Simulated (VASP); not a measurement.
VASP 6 on Cu, 32 atoms, PBE, 400 eV, 3×3×3 Γ-centred mesh, vasp_std. Each run had one machine to itself; times are medians of up to 3 turns, which differed by up to 1 %. Differences under about 10 % mean little, and other builds and machines will differ.

INCAR of the first run: PREC = Normal; ENCUT = 400; EDIFF = 1E-12; NELM = 9; ALGO = Normal; LREAL = .FALSE.; LASPH = .TRUE.; ISMEAR = 1; SIGMA = 0.1; GGA = PE; LMAXMIX = 4; LWAVE = .FALSE.; LCHARG = .FALSE.; ISYM = 0; NELMIN = 9; NCORE = 4

Problem. Which of these is fastest: 32 ranks, LREAL = .FALSE., PREC = Normal; 32 ranks, LREAL = .FALSE., PREC = Accurate; 32 ranks, LREAL = Auto, PREC = Normal; 32 ranks, LREAL = Auto, PREC = Accurate?

Solution. 32 ranks, LREAL = Auto, PREC = Normal, at 1.0 s against 1.6 s for the slowest, 32 ranks, LREAL = Auto, PREC = Accurate.
```csv
run,seconds an electronic step (mean of the last four of 9)
"32 ranks, LREAL = .FALSE., PREC = Normal",1.3
"32 ranks, LREAL = .FALSE., PREC = Accurate",1.4
"32 ranks, LREAL = Auto, PREC = Normal",1.0
"32 ranks, LREAL = Auto, PREC = Accurate",1.6
```

Runs that failed, blew up or ran out of time are left out.

The cell is a supercell.
